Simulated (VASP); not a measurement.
Runs of VASP 6.6.1 on WC. Symmetry: Imm2, No. 44, orthorhombic system. Conventional cell: a = 3.101 Å, b = 4.385 Å, c = 3.101 Å, α = 90.00°, β = 90.00°, γ = 90.00°. Around W (site symmetry mm2) lie 6 C at 2.11 to 2.28 Å. C (site symmetry mm2) has 6 W at 2.11 to 2.28 Å as nearest neighbours. The cell comes from a database or a generator and needn't be the stable form of this composition.

```tsv
cell	gap on the mesh (eV)	pressure (GPa)	largest force (eV/Å)
all W atoms moved +0.125 Å, as atom 1 towards its neighbour atom 1 (W) at 3.101 Å	none	-11.4	0.85
all W atoms moved -0.500 Å, as atom 1 towards its neighbour atom 1 (W) at 3.101 Å	none	(b)	(a)
all W atoms moved +0.375 Å, as atom 1 towards its neighbour atom 1 (W) at 3.101 Å	none	(c)	3.40
all W atoms moved -0.250 Å, as atom 1 towards its neighbour atom 1 (W) at 3.101 Å	none	-4.0	1.90
```

Alike in all rows: task single point; level LDA; potentials or basis VASP PAW LDA potentials, release 64 (W_sv, C); no spin polarisation; k mesh 18 × 18 × 18; cutoff (eV) 520; smearing gaussian 0.15 eV.

Question: Estimate the missing entries.

Answer: (a) 4.97; (b) 24.0; (c) 7.9.

Caveats: forces of over 1 eV/Å show positions far from the minimum, so gaps and moduli don't describe the material at rest (some runs); so large a pressure means that the cell lies far from this level's equilibrium, or that cutoff or potentials fall short (some runs).

A k mesh can miss the band edges, and the runs leave out spin-orbit coupling on W.

A gap of «none» marks a metal or a gap under the smearing width.

Not every run made on this cell is shown here.
